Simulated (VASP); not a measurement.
# BiB (F-43m) in VASP: further runs

The runs below take BiB through single point, with HSE06, PBE.

Program: VASP 6.6.1. These are calculated values, not measurements. Logs are shortened: lines on timing, memory, paths and dates and some standing lists are left out, and cuts for length are marked.

### Step 1. The crystal as given

The structure is cubic, space group F-43m (No. 216). Conventional cell: a = 5.490 Å, b = 5.490 Å, c = 5.490 Å, α = 90.00°, β = 90.00°, γ = 90.00°. B (site symmetry -43m) has 4 Bi at 2.38 Å as nearest neighbours. Bi (site symmetry -43m) is surrounded by 4 B at 2.38 Å.

The cell was built by a generator and needn't be a form met in nature.

### Step 2. Single point, HSE06

File POSCAR:

```
BiB
1.0
    0.0000000000      2.7448744688      2.7448744688
    2.7448744688      0.0000000000      2.7448744688
    2.7448744688      2.7448744688      0.0000000000
B Bi
1 1
Direct
    0.0000000000      0.0000000000      0.0000000000
    0.2500000000      0.2500000000      0.2500000000
```

File INCAR.step1:

```
SYSTEM = BiB
PREC     = Accurate       ! precision mode
ENCUT    = 520            ! plane-wave cutoff, eV
EDIFF    = 1E-5           ! SCF threshold, eV
ISMEAR   = 0              ! smearing method
SIGMA    = 0.01           ! smearing width, eV
LREAL    = .FALSE.        ! projectors in reciprocal space
LASPH    = .TRUE.         ! aspherical terms in the spheres
NELM     = 60             ! most SCF steps
ALGO     = Normal         ! electronic algorithm
ISIF     = 2              ! what is computed and relaxed
LWAVE    = .TRUE.         ! write WAVECAR
LCHARG   = .FALSE.        ! write CHGCAR
GGA      = PE             ! functional
NBANDS   = 16             ! bands
```

File INCAR.step2:

```
SYSTEM = BiB
PREC     = Accurate       ! precision mode
ENCUT    = 520            ! plane-wave cutoff, eV
EDIFF    = 1E-6           ! SCF threshold, eV
ISMEAR   = 0              ! smearing method
SIGMA    = 0.01           ! smearing width, eV
LREAL    = .FALSE.        ! projectors in reciprocal space
LASPH    = .TRUE.         ! aspherical terms in the spheres
NELM     = 60             ! most SCF steps
ALGO     = Normal         ! electronic algorithm
ISIF     = 2              ! what is computed and relaxed
LWAVE    = .FALSE.        ! write WAVECAR
LCHARG   = .FALSE.        ! write CHGCAR
GGA      = PE             ! functional
LHFCALC  = .TRUE.         ! exact exchange
HFSCREEN = 0.2079         ! screening, 1/A
PRECFOCK = Normal       
ISTART   = 1            
NBANDS   = 16             ! bands
```

File KPOINTS:

```
Automatic mesh
0
G
  4 4 4
  0 0 0
```

Potentials or basis: VASP PAW PBE potentials, release 64 (B, Bi_d).

Command:

```console
> cat potpaw_PBE.64/B/POTCAR potpaw_PBE.64/Bi_d/POTCAR > POTCAR
> cp INCAR.step1 INCAR
> mpirun -np 1 vasp_std > vasp.out
> cp INCAR.step2 INCAR
> mpirun -np 1 vasp_std > vasp.out
```

OUTCAR:

```text
SYSTEM = BiB
   PREC = Accurate
   ENCUT = 520
   EDIFF = 1E-6
   ISMEAR = 0
   LREAL = .FALSE.
   LASPH = .TRUE.
   NELM = 60
   ISIF = 2
   GGA = PE
   LHFCALC = .TRUE.
   HFSCREEN = 0.2079
   PRECFOCK = Normal
   ISTART = 1

 ion  position               nearest neighbor table
   1  0.000  0.000  0.000-   2 2.38   2 2.38   2 2.38   2 2.38
   2  0.250  0.250  0.250-   1 2.38   1 2.38   1 2.38   1 2.38

  LATTYP: Found a face centered cubic cell.
 ALAT       =     5.4897489376

  Lattice vectors:

 A1 = (   0.0000000000,   2.7448744688,   2.7448744688)
 A2 = (   2.7448744688,   0.0000000000,   2.7448744688)
 A3 = (   2.7448744688,   2.7448744688,   0.0000000000)

Analysis of symmetry for initial positions (statically):
=====================================================================
 Subroutine PRICEL returns:
 Original cell was already a primitive cell.

 Routine SETGRP: Setting up the symmetry group for a
 face centered cubic supercell.

 Subroutine GETGRP returns: Found 24 space group operations
 (whereof 24 operations were pure point group operations)
 out of a pool of 48 trial point group operations.

The static configuration has the point symmetry T_d .

Analysis of symmetry for dynamics (positions and initial velocities):
=====================================================================
 Subroutine PRICEL returns:
 Original cell was already a primitive cell.

 Routine SETGRP: Setting up the symmetry group for a
 face centered cubic supercell.

 Subroutine GETGRP returns: Found 24 space group operations
 (whereof 24 operations were pure point group operations)
 out of a pool of 48 trial point group operations.

The dynamic configuration has the point symmetry T_d .

 Subroutine INISYM returns: Found 24 space group operations
 (whereof 24 operations are pure point group operations),
 and found     1 'primitive' translations

----------------------------------------------------------------------------------------

                                     Primitive cell

  volume of cell :      41.3616

  direct lattice vectors                    reciprocal lattice vectors
     0.000000000  2.744874469  2.744874469    -0.182157693  0.182157693  0.182157693
     2.744874469  0.000000000  2.744874469     0.182157693 -0.182157693  0.182157693
     2.744874469  2.744874469  0.000000000     0.182157693  0.182157693 -0.182157693

  length of vectors
     3.881838701  3.881838701  3.881838701     0.315506379  0.315506379  0.315506379

  position of ions in fractional coordinates (direct lattice)
     0.000000000  0.000000000  0.000000000
     0.250000000  0.250000000  0.250000000

  ion indices of the primitive-cell ions
   primitive index   ion index
                 1           1
                 2           2

----------------------------------------------------------------------------------------

 KPOINTS: Automatic mesh

Automatic generation of k-mesh.
 Grid dimensions read from file:
 generate k-points for:    4    4    4

 Generating k-lattice:

  Cartesian coordinates                     Fractional coordinates (reciprocal lattice)
    -0.045539423  0.045539423  0.045539423     0.250000000  0.000000000  0.000000000
     0.045539423 -0.045539423  0.045539423     0.000000000  0.250000000  0.000000000
     0.045539423  0.045539423 -0.045539423     0.000000000  0.000000000  0.250000000

  Length of vectors
     0.078876595  0.078876595  0.078876595

  Shift w.r.t. Gamma in fractional coordinates (k-lattice)
     0.000000000  0.000000000  0.000000000

 Subroutine IBZKPT returns following result:
 ===========================================

 Found      8 irreducible k-points:

 Following reciprocal coordinates:
            Coordinates               Weight
  0.000000  0.000000  0.000000      1.000000
  0.250000  0.000000  0.000000      8.000000
  0.500000  0.000000  0.000000      4.000000
  0.250000  0.250000  0.000000      6.000000
  0.500000  0.250000  0.000000     24.000000
 -0.250000  0.250000  0.000000     12.000000
  0.500000  0.500000  0.000000      3.000000
 -0.250000  0.500000  0.250000      6.000000
   k-points           NKPTS =      8   k-points in BZ     NKDIM =     64   number of bands    NBANDS=     16
   number of dos      NEDOS =    301   number of ions     NIONS =      2
   total plane-waves  NPLWV =  27000
   dimension x,y,z NGX =    30 NGY =   30 NGZ =   30
   dimension x,y,z NGXF=    60 NGYF=   60 NGZF=   60
   ions per type =               1   1
   NGX,Y,Z   is equivalent  to a cutoff of  12.85, 12.85, 12.85 a.u.
   NGXF,Y,Z  is equivalent  to a cutoff of  25.70, 25.70, 25.70 a.u.
 SYSTEM =  BiB
   PREC   = accura    normal or accurate (medium, high low for compatibility)
   ISTART =      1    job   : 0-new  1-cont  2-samecut
   ICHARG =      0    charge: 1-file 2-atom 10-const
   ISPIN  =      1    spin polarized calculation?
   LNONCOLLINEAR =      F non collinear calculations
   LSORBIT =      F    spin-orbit coupling
   LASPH  =      T    aspherical Exc in radial PAW
   ENCUT  =  520.0 eV  38.22 Ry    6.18 a.u.   7.22  7.22  7.22*2*pi/ulx,y,z
   NELM   =     60;   NELMIN=  2; NELMDL=  0     # of ELM steps
   EDIFF  = 0.1E-05   stopping-criterion for ELM
   LREAL  =      F    real-space projection
   EDIFFG = 0.1E-04   stopping-criterion for IOM
   NSW    =      0    number of steps for IOM
   IBRION =     -1    ionic relax: 0-MD 1-quasi-New 2-CG
   NFREE  =      0    steps in history (QN), initial steepest desc. (CG)
   ISIF   =      2    stress and relaxation
   ISYM   =      3    0-nonsym 1-usesym 2-fastsym
   POTIM  = 0.5000    time-step for ionic-motion
   TEBEG  =    0.0;   TEEND  =   0.0 temperature during run
   PSTRESS=    0.0 pullay stress
   NELECT =      18.0000    total number of electrons
   NUPDOWN=      -1.0000    fix difference up-down
   EMIN   =  10.00;   EMAX   =-10.00  energy-range for DOS
   EFERMI =   0.00;   METHOD = LEGACY
   ISMEAR =     0;   SIGMA  =   0.01  broadening in eV -4-tet -1-fermi 0-gaus
   EFERMI_NEDOS =   21; number of points for ismear=-14 and -15
   IALGO  =     38    algorithm
   IMIX   =      1    mixing-type and parameters
     AMIX     =   0.40;   BMIX     =  1.00
     AMIX_MAG =   1.60;   BMIX_MAG =  1.00
  volume/ion in A,a.u.               =      20.68       139.56
  Fermi-wavevector in a.u.,A,eV,Ry     =   1.240604  2.344402 20.940704  1.539098
  Thomas-Fermi vector in A             =   2.375038
   LORBIT       =      0    0 simple, 1 ext, 2 COOP (PROOUT), +10 PAW based schemes
   GGA     = PE    functional components
   LHFCALC =     T    Hartree Fock is set to
   PRECFOCK=normal    Normal, Fast or Accurate (Low or Medium for compatibility)
   ENCUT4O =  -1.0   cutoff for four orbital integrals eV
   NKREDX  =     1    reduce k-point grid by
   NKREDY  =     1    reduce k-point grid by
   NKREDZ  =     1    reduce k-point grid by
   AEXX    =    0.2500 exact exchange contribution
   HFSCREEN=    0.2079 screening length (either q_TF or 0.3 A-1)
   HFSCREENC=   0.2079 screening length for correlation (either q_TF or 0.3 A-1)
   ENCUTFOCK=  -1.0 apply spherical cutoff to Coloumb kernel
   IVDW    =     0    specifies the selected vdW correction
   LEPSILON=     F    determine dielectric tensor
   LRPA    =     F    only Hartree local field effects (RPA)
 non-spin polarized calculation
 Gauss-broadening in eV      SIGMA  =   0.01
  energy-cutoff  :      520.00
  volume of cell :       41.36
 maximum number of plane-waves:      1139
 NGX is ok and might be reduce to    30
  NGX = 24; NGY = 24; NGZ = 24

 number of electron      17.9999997 magnetization

 Free energy of the ion-electron system (eV)
  ---------------------------------------------------
  ext. energy  EPLUGINS =         0.00000000
  ---------------------------------------------------
  free energy    TOTEN  =       -10.23223699 eV

  energy without entropy =      -10.23223699  energy(sigma->0) =      -10.23223699

 E-fermi :   6.9492     XC(G=0):  -8.3053

 val. band max:        6.8606712236   @ k =   0.0000   0.0000   0.0000
 cond. band min:       7.8468810434   @ k =   0.0000   0.0000   0.0000
 fundamental gap:      0.9862098197
 Fermi energy:         6.9492385057

 k-point     1 :       0.0000    0.0000    0.0000
  band No.  band energies     occupation
      1     -18.1924      2.00000
      2     -18.1924      2.00000
      3     -18.1924      2.00000
      4     -18.0983      2.00000
      5     -18.0983      2.00000
      6      -8.6403      2.00000
[... 8 lines left out ...]
     15      18.3415      0.00000
     16      18.3415      0.00000

 k-point     2 :       0.2500    0.0000    0.0000
  band No.  band energies     occupation
      1     -18.1895      2.00000
      2     -18.1735      2.00000
      3     -18.1735      2.00000
      4     -18.0940      2.00000
      5     -18.0940      2.00000
      6      -7.7741      2.00000
[... 8 lines left out ...]
     15      17.0529      0.00000
     16      17.0529      0.00000

 k-point     3 :       0.5000    0.0000    0.0000
  band No.  band energies     occupation
      1     -18.1875      2.00000
      2     -18.1651      2.00000
      3     -18.1651      2.00000
      4     -18.0789      2.00000
      5     -18.0789      2.00000
      6      -6.2934      2.00000
[... 8 lines left out ...]
     15      19.1434      0.00000
     16      19.1434      0.00000

 k-point     4 :       0.2500    0.2500    0.0000
  band No.  band energies     occupation
      1     -18.2146      2.00000
      2     -18.1473      2.00000
      3     -18.1473      2.00000
      4     -18.1160      2.00000
      5     -18.0824      2.00000
      6      -7.4706      2.00000
[... 8 lines left out ...]
     15      18.5577      0.00000
     16      19.9698      0.00000

 k-point     5 :       0.5000    0.2500    0.0000
  band No.  band energies     occupation
      1     -18.2042      2.00000
      2     -18.1407      2.00000
      3     -18.1305      2.00000
      4     -18.1079      2.00000
      5     -18.0756      2.00000
      6      -5.9114      2.00000
[... 8 lines left out ...]
     15      19.5960      0.00000
     16      19.9204      0.00000

 k-point     6 :      -0.2500    0.2500    0.0000
  band No.  band energies     occupation
      1     -18.1844      2.00000
      2     -18.1599      2.00000
      3     -18.1460      2.00000
      4     -18.0981      2.00000
      5     -18.0871      2.00000
      6      -6.5103      2.00000
[... 8 lines left out ...]
     15      17.7538      0.00000
     16      19.3000      0.00000

 k-point     7 :       0.5000    0.5000    0.0000
  band No.  band energies     occupation
      1     -18.2357      2.00000
      2     -18.1370      2.00000
      3     -18.1013      2.00000
      4     -18.1013      2.00000
      5     -18.0665      2.00000
      6      -5.1889      2.00000
[... 8 lines left out ...]
     15      20.9507      0.00000
     16      21.3269      0.00000

 k-point     8 :      -0.2500    0.5000    0.2500
  band No.  band energies     occupation
      1     -18.1898      2.00000
      2     -18.1494      2.00000
      3     -18.1226      2.00000
      4     -18.0978      2.00000
      5     -18.0833      2.00000
      6      -5.1365      2.00000
[... 8 lines left out ...]
     15      19.7813      0.00000
     16      21.1433      0.00000

------------------------ aborting loop because EDIFF is reached ----------------------------------------

  FORCE on cell =-STRESS in cart. coord.  units (eV):
  Direction    XX          YY          ZZ          XY          YZ          ZX
  --------------------------------------------------------------------------------------
  -------------------------------------------------------------------------------------
  Total       -0.5007524     -0.5007524     -0.5007524      0.0000000      0.0000000     -0.0000000
  in kB      -19.3970713    -19.3970713    -19.3970713      0.0000000      0.0000000     -0.0000000
  external PRESSURE =     -19.3970713 kB  Pullay stress =       0.0000000 kB

 VOLUME and BASIS-vectors are now :
 -----------------------------------------------------------------------------
  energy-cutoff  :      520.00
  volume of cell :       41.36
      direct lattice vectors                 reciprocal lattice vectors
     0.000000000  2.744874469  2.744874469    -0.182157693  0.182157693  0.182157693
     2.744874469  0.000000000  2.744874469     0.182157693 -0.182157693  0.182157693
     2.744874469  2.744874469  0.000000000     0.182157693  0.182157693 -0.182157693

 POSITION                                       TOTAL-FORCE (eV/Angst)
 -----------------------------------------------------------------------------------
      0.00000      0.00000      0.00000        -0.000000      0.000000      0.000000
      1.37244      1.37244      1.37244         0.000000     -0.000000     -0.000000
 -----------------------------------------------------------------------------------
    total drift:                                0.000003      0.000004      0.000001

  FREE ENERGIE OF THE ION-ELECTRON SYSTEM (eV)
  ---------------------------------------------------
  free  energy   TOTEN  =       -10.2322369853 eV

  energy  without entropy=      -10.2322369853  energy(sigma->0) =      -10.23223699
```

Wall time 5.6 min (1 thread of Intel Xeon Platinum 8488C (Sapphire Rapids), shared host); peak memory 0.27 GiB.

What came out:

```yaml
Free_energy: -10.2322 eV
Pressure: -1.9 GPa
Band_gap_on_the_k_mesh: 0.99 eV, direct
```

Caveat: the k mesh is coarse (spacing up to 0.50 Å⁻¹), so the values aren't converged, least of all with exact exchange; the PAW data sets were made with another functional, which shifts forces and pressure a little; spin-orbit coupling is left out, which as a rule narrows the gap of such compounds by several tenths of an eV. A k mesh can miss the band edges.

(Part 1 of 2 ends here.)
